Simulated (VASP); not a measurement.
Calculation: PBE GGA, VASP's PBE PAW potentials (set 64) (plane waves; VASP 6.6.1).

VASP ran on this input.

POSCAR:
```
MgI2
1
    2.1041068723    -3.6444195646    -0.0000000000
    2.1041068723     3.6444195646     0.0000000000
   -0.0000000000    -0.0000000000     7.5693278944
Mg I
1 2
Direct
  0.0000000000   0.0000000000   0.0000000000
  0.3333330000   0.6666670000   0.2206639329
  0.6666670000   0.3333330000   0.7793360671
```

**INCAR**
```
LREAL = .FALSE.   # projection in real space or not
NEDOS = 601
EDIFF = 1E-7   # SCF stop (eV)
LMAXMIX = 4   # l cut-off of mixed one-centre charges
GGA = PE
SYSTEM = MgI2
ISMEAR = -5
LORBIT = 11
LCHARG = .TRUE.
LASPH = .TRUE.
LWAVE = .FALSE.
LEFG = .TRUE.
PREC = Accurate
ENCUT = 520
ISIF = 2
ALGO = Normal   # blocked Davidson
NELM = 100   # most electronic steps
```

File KPOINTS:
```
Automatic mesh
0
Gamma
7 7 4
0 0 0
```

POTCAR, in this order: Mg I (PBE.64 set). Program: vasp_std.

The resulting files:

File OSZICAR:
```
       N       E                     dE             d eps       ncg     rms          rms(c)
DAV:   1     0.817697394099E+02    0.81770E+02   -0.58474E+03   672   0.103E+03
DAV:   2    -0.927282683384E+00   -0.82697E+02   -0.76760E+02   988   0.153E+02
DAV:   3    -0.775280544917E+01   -0.68255E+01   -0.67951E+01   840   0.510E+01
DAV:   4    -0.790577372718E+01   -0.15297E+00   -0.15292E+00   868   0.933E+00
DAV:   5    -0.790834728954E+01   -0.25736E-02   -0.25735E-02   848   0.133E+00    0.376E+00
DAV:   6    -0.776730057252E+01    0.14105E+00   -0.16726E-01   740   0.224E+00    0.263E+00
DAV:   7    -0.774016923333E+01    0.27131E-01   -0.15299E-01   744   0.218E+00    0.753E-01
DAV:   8    -0.773824552302E+01    0.19237E-02   -0.10670E-02   780   0.626E-01    0.242E-01
DAV:   9    -0.773839240803E+01   -0.14689E-03   -0.10540E-03   840   0.237E-01    0.930E-02
DAV:  10    -0.773837961545E+01    0.12793E-04   -0.32724E-05   840   0.490E-02    0.431E-02
DAV:  11    -0.773838453370E+01   -0.49183E-05   -0.17713E-05   812   0.325E-02    0.261E-02
DAV:  12    -0.773838535946E+01   -0.82576E-06   -0.10310E-06   844   0.735E-03    0.113E-02
DAV:  13    -0.773838544254E+01   -0.83077E-07   -0.21586E-08   588   0.136E-03
   1 F= -.77383854E+01 E0= -.77383854E+01  d E =0.000000E+00
```

**OUTCAR**
```
------------------------ aborting loop because EDIFF is reached ----------------------------------------
  FORCE on cell =-STRESS in cart. coord.  units (eV):
  Direction    XX          YY          ZZ          XY          YZ          ZX
  --------------------------------------------------------------------------------------
  Total       -0.0269564     -0.0269564      0.0473884      0.0000000     -0.0000000      0.0000000
  in kB       -0.3720399     -0.3720398      0.6540327      0.0000000     -0.0000000      0.0000000
  external PRESSURE =      -0.0300157 kB  Pullay stress =       0.0000000 kB
  volume of cell :      116.09
      direct lattice vectors                 reciprocal lattice vectors
     2.104106872 -3.644419565  0.000000000     0.237630515 -0.137196059  0.000000000
     2.104106872  3.644419565  0.000000000     0.237630515  0.137196059  0.000000000
     0.000000000  0.000000000  7.569327894     0.000000000  0.000000000  0.132112126
 POSITION                                       TOTAL-FORCE (eV/Angst)
 -----------------------------------------------------------------------------------
      0.00000      0.00000      0.00000        -0.000000     -0.000000      0.000000
      2.10411      1.21481      1.67028         0.000000      0.000000     -0.006209
      2.10411     -1.21481      5.89905        -0.000000      0.000000      0.006209
 -----------------------------------------------------------------------------------
    total drift:                                0.000000     -0.000000      0.000000
  FREE ENERGIE OF THE ION-ELECTRON SYSTEM (eV)
  ---------------------------------------------------
  free  energy   TOTEN  =        -7.7383854425 eV

  energy  without entropy=       -7.7383854425  energy(sigma->0) =       -7.73838544

 total charge

# of ion       s       p       d       tot
------------------------------------------
    1        0.137   0.107   0.026   0.270
    2        1.505   2.818   0.011   4.335
    3        1.505   2.818   0.011   4.335
--------------------------------------------------
tot          3.147   5.743   0.049   8.939
```
(Selected blocks of OUTCAR.)

Without a dispersion term in the relaxation, distances and binding between the weakly bound layers, chains or molecules are unreliable, and so is what depends on them.

The compound is MgI2 in the 1T layered structure. It was relaxed first, which changed the volume by +13 %.
